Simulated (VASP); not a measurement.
Method: LDA (Ceperley-Alder, Perdew-Zunger), VASP's LDA PAW potentials (set 64) (plane waves; VASP).

The input files of a VASP run:

### KPOINTS
```
k-points along high-symmetry lines
10
Line-mode
Reciprocal
  0.000000   0.000000   0.000000 ! GAMMA
  0.500000   0.000000   0.000000 ! M

  0.500000   0.000000   0.000000 ! M
  0.333333   0.333333   0.000000 ! K

  0.333333   0.333333   0.000000 ! K
  0.000000   0.000000   0.000000 ! GAMMA

  0.000000   0.000000   0.000000 ! GAMMA
  0.000000   0.000000   0.500000 ! A

  0.000000   0.000000   0.500000 ! A
  0.500000   0.000000   0.500000 ! L

  0.500000   0.000000   0.500000 ! L
  0.333333   0.333333   0.500000 ! H

  0.333333   0.333333   0.500000 ! H
  0.000000   0.000000   0.500000 ! A

  0.500000   0.000000   0.500000 ! L
  0.500000   0.000000   0.000000 ! M

  0.333333   0.333333   0.500000 ! H
  0.333333   0.333333   0.000000 ! K
```

### POSCAR
```
La2O3
1
    1.9415411617    -3.3628478501     0.0000000000
    1.9415411617     3.3628478501    -0.0000000000
    0.0000000000    -0.0000000000     5.9472379131
La O
2 3
Direct
  0.3333330000   0.6666670000   0.2438360648
  0.6666670000   0.3333330000   0.7561639352
  0.0000000000   0.0000000000   1.0000000000
  0.3333330000   0.6666670000   0.6464247534
  0.6666670000   0.3333330000   0.3535752466
```

INCAR:
```
ALGO = Normal
EDIFF = 1E-7
ENCUT = 520
ICHARG = 11
ISMEAR = 0
LASPH = .TRUE.
LCHARG = .FALSE.
LMAXMIX = 6
LORBIT = 11
LREAL = .FALSE.
LWAVE = .FALSE.
NELM = 100
PREC = Accurate
SIGMA = 0.05
SYSTEM = La2O3
```

POTCAR, in this order: La O (LDA.64 set). Program: vasp_std. Read from the step before: CHGCAR.

Output of the run:

**OSZICAR**
```
       N       E                     dE             d eps       ncg     rms          rms(c)
DAV:   1     0.426698655585E+03    0.42670E+03   -0.15752E+04  4384   0.262E+03
DAV:   2     0.644166700211E+02   -0.36228E+03   -0.35708E+03  6336   0.404E+02
DAV:   3    -0.304304577330E+02   -0.94847E+02   -0.93808E+02  8304   0.210E+02
DAV:   4    -0.451343428989E+02   -0.14704E+02   -0.14695E+02  8072   0.795E+01
DAV:   5    -0.458653976459E+02   -0.73105E+00   -0.73077E+00  8000   0.192E+01
DAV:   6    -0.459226411772E+02   -0.57244E-01   -0.57241E-01  7936   0.500E+00
DAV:   7    -0.459268176642E+02   -0.41765E-02   -0.41764E-02  8216   0.145E+00
DAV:   8    -0.459271322990E+02   -0.31463E-03   -0.31463E-03  7792   0.408E-01
DAV:   9    -0.459271615203E+02   -0.29221E-04   -0.29221E-04  8184   0.117E-01
DAV:  10    -0.459271641694E+02   -0.26491E-05   -0.26491E-05  7872   0.336E-02
DAV:  11    -0.459271644215E+02   -0.25211E-06   -0.25208E-06  6688   0.101E-02
DAV:  12    -0.459271644444E+02   -0.22950E-07   -0.23012E-07  4984   0.336E-03
   1 F= -.45927164E+02 E0= -.45927164E+02  d E =-.423742E-16
```

OUTCAR:
```
 val. band max:        6.2183542779   @ k =   0.2593   0.2593   0.5000

 cond. band min:       9.9436838616   @ k =   0.3333   0.3333   0.0000



 k-point     1 :       0.0000    0.0000    0.0000
  band No.  band energies     occupation
      1     -23.3064      2.00000
      2     -22.9734      2.00000
      3     -10.7188      2.00000
      4      -9.2682      2.00000
      5      -8.8492      2.00000
      6      -6.8033      2.00000
      7      -6.8032      2.00000
      8      -6.4984      2.00000
      9      -6.4984      2.00000
     10      -6.3431      2.00000
     11      -5.5679      2.00000
     12       3.5760      2.00000
     13       3.5760      2.00000
     14       3.8859      2.00000
     15       3.8859      2.00000
     16       4.0554      2.00000
     17       4.3663      2.00000
     18       5.7167      2.00000
     19       5.7167      2.00000
     20       6.0060      2.00000
     21      10.4775      0.00000
     22      10.6949      0.00000
     23      10.6950      0.00000
     24      11.5810      0.00000

 k-point     2 :       0.0556    0.0000    0.0000
  band No.  band energies     occupation
      1     -23.2995      2.00000
      2     -22.9708      2.00000
      3     -10.7132      2.00000
      4      -9.3410      2.00000
      5      -8.9126      2.00000
      6      -6.8201      2.00000
      7      -6.7443      2.00000
      8      -6.5021      2.00000
      9      -6.4448      2.00000
     10      -6.3526      2.00000
     11      -5.5736      2.00000
     12       3.6127      2.00000
     13       3.6220      2.00000
     14       3.7851      2.00000
     15       3.9077      2.00000
     16       4.0681      2.00000
     17       4.5081      2.00000
     18       5.6669      2.00000
     19       5.7154      2.00000
     20       5.9902      2.00000
     21      10.5191      0.00000
     22      10.7033      0.00000
     23      10.7227      0.00000
     24      11.6009      0.00000

...
```

The density is held fixed in this step, so its total energy and stress have no physical meaning.

The compound is La2O3 in the a-type structure. It was relaxed first, which changed the volume by -6 %.
